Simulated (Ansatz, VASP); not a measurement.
## TiPbSe3 in two plane-wave programs

Wanted: the spread between two codes on one cell, functional and k mesh. The cell is generated by rule, not measured, and may not be a known phase. Of the first pair: The two relaxations start from unlike cells of this crystal (the structure described is Ansatz's start), so only their ends are compared.

Calculated with Ansatz 0.2.0; plane waves, with VASP 6.6.1 beside it; relaxation of cell and atoms at PBEsol.

## 1. The starting structure

It takes space group Pm-3m (No. 221, cubic). Conventional cell: a = 4.482 Å, b = 4.482 Å, c = 4.482 Å, α = 90.00°, β = 90.00°, γ = 90.00°. Nearest to Ti lie 6 Se at 2.24 Å. Nearest to Pb lie 12 Se at 3.17 Å. Nearest to Se lie 2 Ti at 2.24 Å and 4 Pb at 3.17 Å. Farther neighbours and most contacts between anions are not listed.

## 2. Ansatz: relaxation of cell and atoms, PBEsol, pair 1

Ansatz runs on its default PAW (the set named soft_2) files.

The relaxed volume is the usual yardstick between codes: in a stiff, nearly cubic crystal its relative difference is about their pressure difference at one cell divided by the bulk modulus.

input.yaml

```yaml
crystal:
  lattice:
    - [4.48169, 0.0, 0.0]
    - [0.0, 4.48169, 0.0]
    - [0.0, 0.0, 4.48169]
  atoms:
    - { symbol: Ti, position: [0.5, 0.5, 0.5] }
    - { symbol: Pb, position: [0.0, 0.0, 0.0] }
    - { symbol: Se, position: [0.0, 0.5, 0.5] }
    - { symbol: Se, position: [0.5, 0.0, 0.5] }
    - { symbol: Se, position: [0.5, 0.5, 0.0] }
kpoints:
  mp_grid: { grid: [4, 4, 4] }
hamiltonian:
  xc: pbesol
scf:
  occupations: { method: gaussian, width: 0.1 }
output:
  forces: true
  stress: true
  eigenvalues: true
relax:
  adjacent_minimum: "off"
  f_tol: 0.05
  max_steps: 80
  cell: { stress_tol: 0.5 }
```

Command:

```
$ ansatz run input.yaml --threads 8 --pin off --max-ram 14336MiB --backend cpu --events-out ev --progress --plain --runs-dir out
```

Numbers of over 12 decimals in the logs are rounded to 6 here.

The log of the run:

```text
The last accepted step is kept in <dir> (removed where the run ends without a failure and the disk answers)
Engine: ansatz 0.2.0, aarch64-unknown-linux-gnu
Pseudopotentials: kind: paw
Pseudopotential: Ti, paw, valence charge 12, recommended cutoff 420 eV (normal), Ti.paw.azcp
Pseudopotential: Pb, paw, valence charge 14, recommended cutoff 420 eV (normal), Pb.paw.azcp
Pseudopotential: Se, paw, valence charge 16, recommended cutoff 420 eV (normal), Se.paw.azcp
Functional definition: PBEsol
  exchange = pbesol_x
  correlation = pbesol_c
Crystal: 5 atoms, lattice volume = 90.017 Å³
Basis set: ecut = 420 eV, 1791 PW (Γ), exchange–correlation on 60×60×60 points (8 copies of the dense FFT grid, shifted against one another)
Bands: 45, of which v1, the nominal top of the filled ones, is band 37 counted from 1 (36 counted from 0)
Symmetry: 48 space group operations
Space group: Pm-3m (ITA 221), of the structure as read, at distance tolerance 4.5e-5 Å
k-points: 10 of 64
Non-local potential: Ti, projectors of the file, l = 0: 3, l = 1: 2, l = 2: 3, l = 3: 1
Non-local potential: Pb, projectors of the file, l = 0: 2, l = 1: 2, l = 2: 2, l = 3: 2
Non-local potential: Se, projectors of the file, l = 0: 2, l = 1: 2, l = 2: 3, l = 3: 1
PAW form: soft (Blöchl's): semilocal exchange-correlation on the pseudo side does not see the compensation charge
PAW frozen core: Ti, regenerated for the run's functional, and the local potential with it (the file was generated under x = pbe(κ = 0.804, μ = 0.219515), c = pbe(β = 0.066725))
PAW frozen core: Pb, regenerated for the run's functional, and the local potential with it (the file was generated under x = pbe(κ = 0.804, μ = 0.219515), c = pbe(β = 0.066725))
PAW frozen core: Se, regenerated for the run's functional, and the local potential with it (the file was generated under x = pbe(κ = 0.804, μ = 0.219515), c = pbe(β = 0.066725))
PAW one-centre angular grid: Ti, 590 points (default); XC on 64 Gauss nodes
PAW one-centre angular grid: Pb, 590 points (default); XC on 64 Gauss nodes
PAW one-centre angular grid: Se, 590 points (default); XC on 64 Gauss nodes
Initial density: superposition of atomic densities (neutral atoms: chi_scale 0, normalization atom), corrected by the library's trained network
Initial wavefunctions: pseudopotential atomic-orbital guess
Functional: x = pbesol(κ = 0.804, μ = 0.123457), c = pbesol(β = 0.046)
SCF iter   1: F=—  HF=-30501.815439 eV  |F-HF|=—  |Δ(HF+E_count)|=         —  Δρ=4.99e-3  dr2=5.24e-2  ethr=1.77e-3  ⟨swp⟩=6.8  Hψ=1713  notcnv=0  defer=1
preconditioner: auto → Resta (q_TF=auto, 2.641 Å⁻¹)  ε∞=4.7  [insulator: Δε(μ)=0.584 eV  Ē_g=12.208 eV  σ=0.100 eV  W_gap=1.00  n_scr=26 (ndim 8)  ℏωp=23.5 eV  f_vac=0.000  D(μ)=0.00/eV (n_scr^D=0)  ε∞_Penn≈4.7]
SCF iter   2: F=—  HF=-30501.803671 eV  |F-HF|=—  |Δ(HF+E_count)|=   1.18e-2  Δρ=2.89e-3  dr2=2.18e-2  ethr=7.09e-5  ⟨swp⟩=1.1  Hψ=533  notcnv=0
SCF iter   3: F=—  HF=-30501.795904 eV  |F-HF|=—  |Δ(HF+E_count)|=   7.77e-3  Δρ=4.75e-4  dr2=1.98e-4  ethr=2.94e-5  ⟨swp⟩=2.0  Hψ=565  notcnv=0
SCF iter   4: F=—  HF=-30501.795876 eV  |F-HF|=—  |Δ(HF+E_count)|=   2.81e-5  Δρ=1.70e-4  dr2=2.86e-5  ethr=2.68e-7  ⟨swp⟩=2.1  Hψ=807  notcnv=0  defer=5
SCF iter   5: F=—  HF=-30501.795914 eV  |F-HF|=—  |Δ(HF+E_count)|=   3.80e-5  Δρ=5.15e-5  dr2=2.71e-6  ethr=3.87e-8  ⟨swp⟩=2.0  Hψ=794  notcnv=0  defer=7
SCF iter   6: F=—  HF=-30501.795913 eV  |F-HF|=—  |Δ(HF+E_count)|=   1.01e-6  Δρ=1.21e-5  dr2=2.11e-7  ethr=3.66e-9  ⟨swp⟩=2.0  Hψ=794  notcnv=0  defer=7
SCF iter   7: F=-30501.795913 eV  HF=-30501.795913 eV  |F-HF|=3.27e-9  |Δ(HF+E_count)|=   1.51e-8  Δρ=1.49e-6  dr2=4.60e-9  ethr=1.35e-10  ⟨swp⟩=9.7  Hψ=1872  notcnv=0
SCF 1 converged in 7 iterations: F = -30501.795913 eV  dr2 = 4.60e-9
  greatest PAW one-centre occupation: 1.000 electrons in one spin orbital (limit 2), on the Se atom at site 2 (counted from 0), in its partial waves of l = 2
relax step   1: F+E_penalty+E_count = -30501.79591256 eV  Δ(F+E_penalty+E_count) = +0.000e0 eV  max|allowed force component| = 3.347e-29 eV/Å  Δτ_max = 0.0000 Å  P = +37.594 GPa  Ω = 90.017 Å³  (7 SCF iters, dr2 threshold 1.00e-7 eV, accepted)
[...]
relax step   4: F+E_penalty+E_count = -30504.46382634 eV  Δ(F+E_penalty+E_count) = -5.503e-2 eV  max|allowed force component| = 1.340e-29 eV/Å  Δτ_max = 0.0000 Å  P = +0.610 GPa  Ω = 117.993 Å³  energy of the carried Pulay correction = -4.497e-3 eV  (7 SCF iters, dr2 threshold 5.00e-7 eV, accepted)
[...]
relax step   5: F+E_penalty+E_count = -30504.46543908 eV  Δ(F+E_penalty+E_count) = -1.613e-3 eV  max|allowed force component| = 1.817e-29 eV/Å  Δτ_max = 0.0000 Å  P = +0.035 GPa  Ω = 118.858 Å³  energy of the carried Pulay correction = -4.617e-3 eV  (6 SCF iters, dr2 threshold 5.00e-7 eV, accepted)
[...]
relax step   6: F+E_penalty+E_count = -30504.48126647 eV  Δ(F+E_penalty+E_count) = -1.583e-2 eV  max|allowed force component| = 6.127e-30 eV/Å  Δτ_max = 0.0000 Å  P = +0.307 GPa  Ω = 118.858 Å³  stress off target by 3.07e-1 GPa  SCF on the basis re-selected at this cell (its energy is not comparable with the rows above)  (6 SCF iters)
basis re-selected at this cell: Δ(F+E_penalty+E_count) = -1.583e-2 eV, ΔP = +0.272 GPa vs the last step (what re-selecting the basis moved, of the pressure what is left beyond the Pulay correction that the steps carried, after the strain that the cell walked since its last selection, with what the two solves' SCF thresholds leave and, on support functions, any second-order correction that the steps lacked; it is no measure of the basis error at this ecutwfc). The dense FFT grid was sized anew with the basis: this SCF ran on 36×36×36 points, the steps before it on 30×30×30, so part of this shift can come from that change (see relax.cell in the input reference). [rest of the remark cut]
SCF converged after 6 iterations
Free energy (F): -30504.481266 eV
Harris-Foulkes:  -30504.481266 eV  (|F-HF|=2.22e-10)
Internal energy: -30504.480590 eV  (E = F + TS)
E sigma→0 (E₀):  -30504.480928 eV
Entropy (-TS):   -0.000677 eV (-0.135 meV/atom)
Fermi energy:    9.946472 eV
--- Per-component energies (eV) ---
  E_band       = -1326.294693
  E_kinetic    = 916.856937
  E_local      = -9339.655333  (includes V_loc(G=0)·N_el)
  E_nonlocal   = -1418.804126
  E_hartree    = 4455.622819
  E_xc         = -627.442213
  E_vxc        = -550.609413  (∫ρ·V_xc dr)
  E_paw        = -16877.670385  (= ΣΔE_a)
  E_vpaw       = 154.673904  (= ΣTr[D̂ρ^β])
  E_aug_tail   = -0.001697  (compensation charges beyond the density's cutoff)
  E_ewald      = -7616.613445
  E_core_change = 3.226852  (= ΣΔE_core)
  E_smearing   = -0.000677  (= −TS)
  E_closure    = 0.000000  (closes the sum)
  Σ components = -30504.481266   (vs F -30504.481266, Δ=0.00e0)
--- Forces (eV/Å), atoms counted from 1 ---
  atom   1  Ti    -0.00000000     0.00000000     0.00000000
  atom   2  Pb    -0.00000000    -0.00000000     0.00000000
  atom   3  Se     0.00000000     0.00000000     0.00000000
  atom   4  Se    -0.00000000     0.00000000    -0.00000000
  atom   5  Se     0.00000000     0.00000000     0.00000000
  max |Σ_I F_I| component: 6.57e-30 eV/Å
--- Stress (GPa, compression-positive) ---
        0.307305       0.000000      -0.000000
        0.000000       0.307305      -0.000000
       -0.000000      -0.000000       0.307305
  P = ⅓ Tr σ = 0.3073 GPa (3.073 kbar)
--- Band table (eV; the first three rows and the last of 10) ---
  k-point 0: bands = [... 33 lower, 8.5883, 9.1559, 9.1559, 9.1559, 9.7379, 9.7379, 9.7379, 11.1617, ... 4 higher]
  k-point 1: bands = [... 33 lower, 8.2195, 8.2520, 9.1096, 9.1096, 9.7576, 10.7658, 10.7658, 11.1799, ... 4 higher]
  k-point 2: bands = [... 33 lower, 7.9704, 8.4336, 9.3032, 9.3032, 9.7777, 10.1480, 11.1181, 11.1181, ... 4 higher]
  k-point 9: bands = [... 33 lower, 6.3516, 10.2211, 10.2211, 10.2211, 10.9547, 10.9547, 10.9547, 14.2128, ... 4 higher]
--- Relaxed structure (5 steps of the walk, 5 accepted, 1 SCFs on fresh bases) ---
  F+E_penalty+E_count = -30504.48126647 eV   max|allowed force component| = 6.127e-30 eV/Å   (the final SCF, on the basis selected at the relaxed cell)
  cell:  # Å, volume = 118.8580 Å³
    - [4.916728, 0, 0]
    - [0, 4.916728, 0]
    - [0, 0, 4.916728]
  atoms:
    - { symbol: Ti, position: [0.5, 0.5, 0.5] }
    - { symbol: Pb, position: [0, 0, 0] }
    - { symbol: Se, position: [0, 0.5, 0.5] }
    - { symbol: Se, position: [0.5, 0, 0.5] }
    - { symbol: Se, position: [0.5, 0.5, 0] }
```

## 3. VASP: relaxation of cell and atoms, PBEsol, pair 1

Its own start cell and the same functional, mesh and smearing now go to VASP, with its own data sets.

Lines of VASP's logs that name or quote its potential files are left out, and so is its time.

INCAR

```
SYSTEM = TiPbSe3
PREC = Accurate
ENCUT = 500
EDIFF = 1E-07
NELM = 120
ISMEAR = 0
SIGMA = 0.1
LREAL = .FALSE.
ALGO = Normal
GGA = PS
NBANDS = 28
LASPH = .TRUE.
LORBIT = 11
LWAVE = .FALSE.
LCHARG = .FALSE.
ISIF = 3
IBRION = 2
NSW = 80
EDIFFG = -0.005
GGA_COMPAT = .FALSE.
NELMIN = 4
KPAR = 2
```

POSCAR

```
TiPbSe3
1.0
    4.9243788468      0.0000000000      0.0000000000
    0.0000000000      4.9243788468      0.0000000000
    0.0000000000      0.0000000000      4.9243788468
Ti Pb Se
1 1 3
Direct
    0.5000000000      0.5000000000      0.5000000000
    0.0000000000      0.0000000000      0.0000000000
    0.0000000000      0.5000000000      0.5000000000
    0.5000000000      0.0000000000      0.5000000000
    0.5000000000      0.5000000000      0.0000000000
```

KPOINTS

```
Automatic mesh
0
Gamma
4 4 4
0 0 0
```

The projector-augmented-wave data sets are Ti_sv, Pb_d and Se (PBE family, release 64).

Command:

```
$ mpirun -np 2 vasp_std
```

The log of the run:

```text
[banner, memory and clock lines left out]
running    2 mpi-ranks, on    1 nodes
 distrk:  each k-point on    1 cores,    2 groups
 distr:  one band on    1 cores,    1 groups

 POSCAR found type information on POSCAR TiPbSe
 POSCAR found :  3 types and       5 ions
|                                                                             |
|               ----> ADVICE to this user running VASP <----                  |
|                                                                             |
|     You enforced a specific xc type in the INCAR file but a different       |
|     [... a line on the potential file left out ...]
|     I HOPE YOU KNOW WHAT YOU ARE DOING!                                     |
|                                                                             |

 LDA part: xc-table for (Slater+PW92), standard interpolation
 POSCAR, INCAR and KPOINTS ok, starting setup
 FFT: planning ... GRIDC
 FFT: planning ... GRID_SOFT
 FFT: planning ... GRID
 WAVECAR not read
 entering main loop
       N       E                     dE             d eps       ncg     rms          rms(c)
DAV:   1     0.462612399020E+03    0.46261E+03   -0.20021E+04   560   0.156E+03
DAV:   2     0.313107858983E+02   -0.43130E+03   -0.42023E+03   572   0.435E+02
DAV:   3    -0.264633306539E+02   -0.57774E+02   -0.55487E+02   928   0.156E+02
DAV:   4    -0.305318080628E+02   -0.40685E+01   -0.40518E+01   796   0.330E+01
DAV:   5    -0.307695895483E+02   -0.23778E+00   -0.23767E+00   844   0.637E+00    0.136E+01
DAV:   6    -0.287968398753E+02    0.19727E+01   -0.30655E+01   724   0.350E+01    0.136E+01
DAV:   7    -0.274144216049E+02    0.13824E+01   -0.29476E+01   692   0.307E+01    0.643E+00
DAV:   8    -0.269048028534E+02    0.50962E+00   -0.19515E+00   660   0.102E+01    0.144E+00
DAV:   9    -0.269114618219E+02   -0.66590E-02   -0.27189E-01   772   0.282E+00    0.102E+00
DAV:  10    -0.268986239477E+02    0.12838E-01   -0.48579E-02   740   0.159E+00    0.364E-01
DAV:  11    -0.268987980876E+02   -0.17414E-03   -0.40530E-03   744   0.390E-01    0.175E-01
DAV:  12    -0.268985688596E+02    0.22923E-03   -0.60229E-04   688   0.190E-01    0.551E-02
DAV:  13    -0.268985357567E+02    0.33103E-04   -0.21212E-04   856   0.891E-02    0.207E-02
DAV:  14    -0.268985327566E+02    0.30001E-05   -0.14188E-05   708   0.248E-02    0.665E-03
DAV:  15    -0.268985330312E+02   -0.27462E-06   -0.14755E-06   792   0.668E-03    0.596E-03
DAV:  16    -0.268985326807E+02    0.35048E-06   -0.22573E-06   720   0.112E-02    0.114E-03
DAV:  17    -0.268985326706E+02    0.10119E-07   -0.83910E-08   424   0.193E-03
   1 F= -.26898533E+02 E0= -.26898186E+02  d E =-.268985E+02
 curvature:   0.00 expect dE= 0.000E+00 dE for cont linesearch  0.000E+00
 trial: gam= 0.00000 g(F)=  0.000E+00 g(S)=  0.555E-04 ort = 0.000E+00 (trialstep = 0.100E+01)
 search vector abs. value=  0.555E-04
 bond charge predicted
       N       E                     dE             d eps       ncg     rms          rms(c)
DAV:   1    -0.268991492004E+02   -0.61652E-03   -0.17096E-02   604   0.150E+00    0.174E-01
DAV:   2    -0.268987811082E+02    0.36809E-03   -0.39656E-03   672   0.602E-01    0.833E-02
DAV:   3    -0.268985831364E+02    0.19797E-03   -0.10884E-03   668   0.245E-01    0.450E-02
DAV:   4    -0.268985432671E+02    0.39869E-04   -0.23896E-04   680   0.146E-01    0.103E-02
DAV:   5    -0.268985445508E+02   -0.12837E-05   -0.20377E-05   800   0.265E-02    0.911E-03
DAV:   6    -0.268985452797E+02   -0.72891E-06   -0.26261E-06   836   0.966E-03    0.519E-03
DAV:   7    -0.268985453626E+02   -0.82909E-07   -0.17893E-06   832   0.480E-03    0.167E-03
DAV:   8    -0.268985450997E+02    0.26288E-06   -0.34672E-07   712   0.305E-03    0.226E-04
DAV:   9    -0.268985450992E+02    0.54115E-09   -0.21892E-08   340   0.893E-04
   2 F= -.26898545E+02 E0= -.26898193E+02  d E =-.124286E-04
 trial-energy change:   -0.000012  1 .order   -0.000013   -0.000055    0.000030
 step:   0.6480(harm=  0.6480)  dis= 0.00000  next Energy=   -26.898551 (dE=-0.180E-04)
 reached required accuracy - stopping structural energy minimisation
```

OUTCAR, selected parts (step 3):

```text
ion  position               nearest neighbor table
   1  0.500  0.500  0.500-   3 2.46   4 2.46   5 2.46   5 2.46   4 2.46   3 2.46
   2  0.000  0.000  0.000-
   3  0.000  0.500  0.500-   1 2.46   1 2.46
   4  0.500  0.000  0.500-   1 2.46   1 2.46
   5  0.500  0.500  0.000-   1 2.46   1 2.46

  LATTYP: Found a simple cubic cell.
 ALAT       =     4.9243788468

 Subroutine GETGRP returns: Found 48 space group operations
 (whereof 48 operations were pure point group operations)

The static configuration has the point symmetry O_h .

 Found     10 irreducible k-points:

   k-points           NKPTS =     10   k-points in BZ     NKDIM =     10   number of bands    NBANDS=     28

   dimension x,y,z NGX =    36 NGY =   36 NGZ =   36
   dimension x,y,z NGXF=    72 NGYF=   72 NGZF=   72

   ENCUT  =  500.0 eV  36.75 Ry    6.06 a.u.   8.98  8.98  8.98*2*pi/ulx,y,z

   NELECT =      44.0000    total number of electrons

 k-points in reciprocal lattice and weights: Automatic mesh
   0.00000000  0.00000000  0.00000000       0.016
   0.25000000  0.00000000  0.00000000       0.094
   0.50000000  0.00000000  0.00000000       0.047
   0.25000000  0.25000000  0.00000000       0.188
   0.50000000  0.25000000  0.00000000       0.188
   0.50000000  0.50000000  0.00000000       0.047
   0.25000000  0.25000000  0.25000000       0.125
   0.50000000  0.25000000  0.25000000       0.188
   0.50000000  0.50000000  0.25000000       0.094
   0.50000000  0.50000000  0.50000000       0.016

 average (electrostatic) potential at core
       1 -76.0649       2 -92.7951       3 -52.6316       4 -52.6316       5 -52.6316

 E-fermi :   5.3172

 k-point     1 :       0.0000    0.0000    0.0000
  band No.  band energies     occupation
    ...
     21       4.5284      2.00000
     22       4.5284      2.00000
     23       5.1101      1.99660
     24       5.1101      1.99660
     25       5.1101      1.99659
     26       6.5097      0.00000
     27       6.5097      0.00000
     28       8.7439      0.00000

 k-point     2 :       0.2500    0.0000    0.0000
  band No.  band energies     occupation
    ...
     19       3.5955      2.00000
     20       3.6357      2.00000
     21       4.4840      2.00000
     22       4.4840      2.00000
     23       5.1296      1.99203
     24       6.1262      0.00000
     25       6.1262      0.00000
     26       6.5272      0.00000
     27       6.7216      0.00000
     28       7.8115      0.00000

 k-point     3 :       0.5000    0.0000    0.0000
  band No.  band energies     occupation
    ...
     19       3.3561      2.00000
     20       3.7997      2.00000
     21       4.6766      2.00000
     22       4.6766      2.00000
     23       5.1493      1.98239
     24       5.5180      0.00451
     25       6.4741      0.00000
     26       6.4741      0.00000
     27       6.5377      0.00000
     28       7.7358      0.00000

  Total       -0.0237781     -0.0237781     -0.0237781     -0.0000000     -0.0000000      0.0000000
  in kB       -0.3186271     -0.3186271     -0.3186271     -0.0000000     -0.0000000      0.0000000
  external PRESSURE =      -0.3186271 kB  Pullay stress =       0.0000000 kB

  energy-cutoff  :      500.00
  volume of cell :      119.57
      direct lattice vectors                 reciprocal lattice vectors
     4.926458891  0.000000000  0.000000000     0.202985557 -0.000000000  0.000000000
     0.000000000  4.926458891  0.000000000    -0.000000000  0.202985557 -0.000000000
    -0.000000000  0.000000000  4.926458891    -0.000000000 -0.000000000  0.202985557

 POSITION                                       TOTAL-FORCE (eV/Angst)
 -----------------------------------------------------------------------------------
      2.46323      2.46323      2.46323         0.000000      0.000000      0.000000
      0.00000      0.00000      0.00000        -0.000000     -0.000000      0.000000
      0.00000      2.46323      2.46323         0.000000     -0.000000      0.000000
      2.46323      0.00000      2.46323        -0.000000     -0.000000      0.000000
      2.46323      2.46323      0.00000        -0.000000     -0.000000      0.000000
 -----------------------------------------------------------------------------------
    total drift:                                0.000000      0.000000      0.000000

  FREE ENERGIE OF THE ION-ELECTRON SYSTEM (eV)
  ---------------------------------------------------
  free  energy   TOTEN  =       -26.8985450992 eV

  energy  without entropy=      -26.8978399179  energy(sigma->0) =      -26.89819251

 reached required accuracy - stopping structural energy minimisation

 total charge
# of ion       s       p       d       tot
------------------------------------------
    1        2.186   6.181   1.923  10.290
    2        1.467   0.379   9.831  11.677
    3        1.468   2.370   0.029   3.867
    4        1.468   2.370   0.029   3.867
    5        1.468   2.370   0.029   3.867
--------------------------------------------------
tot          8.058  13.670  11.839  33.568

[... 3 further parts left out ...]
```

The k-mesh is coarse for a metal.

## 4. Differences

Known differences besides the potentials themselves: the data sets hold 74 valence electrons in Ansatz (on its default PAW (the set named soft_2) files) and 44 in VASP; the cutoff is 420 eV in Ansatz and 500 eV in VASP; Ansatz makes its cores anew for this functional, VASP keeps those of its PBE data sets; Ansatz adds a Pulay correction to the stress that steers its cell, VASP none. Total energies have different zeros and are not compared.

Compared:

| quantity | Ansatz | VASP | difference |
| --- | --- | --- | --- |
| volume (Å³) | 118.86 | 119.57 | -0.59 % |
| edge a after relaxation, in the typed setting (Å) | 4.917 | 4.926 | -0.20 % |

(Continued in part 2 of 2.)

[Lines on the potential files, build, host, timing and source positions are cut from VASP's logs without a mark.]

[Logs are printed without paths, hosts, clocks, repeated set-up lines and the standing remarks that a program may print on its own settings, such as how far it seeks lower states.]

[Hosts, paths, dates, database ids (printed as entryN), source tags and the programs' standing remarks are cut or masked in the printed files.]
